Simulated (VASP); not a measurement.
An input for Ansatz (written as the equivalent of a VASP run, and not itself run):

Ansatz 0.2 input:
```yaml
crystal:
  lattice:
    - [1.6429898, -2.8457422, 0.0000000]
    - [1.6429898, 2.8457422, 0.0000000]
    - [0.0000000, 0.0000000, 5.3047318]
  atoms:
    - { symbol: Zn, position: [0.6666670, 0.3333330, 0.5012495] }
    - { symbol: Zn, position: [0.3333330, 0.6666670, 0.0012495] }
    - { symbol: O, position: [0.6666670, 0.3333330, 0.8807505] }
    - { symbol: O, position: [0.3333330, 0.6666670, 0.3807505] }
kpoints:
  mp_grid: { grid: [8, 8, 4] }
hamiltonian:
  xc: pbe
  pseudopotentials: { kind: paw }
scf:
  occupations: { method: gaussian, width: 0.05 }
  max_iter: 100
relax:
  max_steps: 40
  f_tol: 0.01
  cell: { p_target: 20 }
output: { forces: true, stress: true, eigenvalues: true }
```

Question: Translate this input to VASP (INCAR, KPOINTS, POSCAR, choice of POTCAR).

Answer: One answer among several that fit: 
KPOINTS:
```
kpoints
0
G
  8 8 4
0 0 0
```

### POSCAR
```
ZnO
1.0
  1.6429897530  -2.8457421807   0.0000000000
  1.6429897530   2.8457421807   0.0000000000
  0.0000000000   0.0000000000   5.3047318395
Zn O
2 2
direct
  0.6666670000   0.3333330000   0.5012495157
  0.3333330000   0.6666670000   0.0012495157
  0.6666670000   0.3333330000   0.8807504843
  0.3333330000   0.6666670000   0.3807504843
```

### INCAR
```
LASPH  =  .TRUE.   ! aspherical one-centre terms
GGA  =  PE   ! PBE
LCHARG  =  .FALSE.
LWAVE  =  .FALSE.
ISIF  =  3   ! ions, shape and volume
EDIFF  =  1E-7   ! SCF stop (eV)
LMAXMIX  =  4
ISMEAR  =  0   ! Gaussian
SYSTEM  =  ZnO
LREAL  =  .FALSE.
NSW  =  40
PREC  =  Accurate
NELM  =  100
EDIFFG  =  -0.01
SIGMA  =  0.05
IBRION  =  2   ! conjugate gradients
ALGO  =  Normal
PSTRESS  =  200   ! kbar
ENCUT  =  600
```

POTCAR, in this order: Zn O (PBE.64 set). Program: vasp_std.

What does not carry over: each code has its own PAW files, so the cut-off isn't converted (ENCUT is set for VASP's; basis.ecutwfc is left out, and Ansatz then takes the one that its files recommend); Ansatz stops its SCF on the density residual and VASP on the energy change (EDIFF).

The compound is ZnO in the wurtzite structure. This run relaxes it under an external pressure of 20 GPa. Symmetry was kept, so distortions that lower it aren't found.
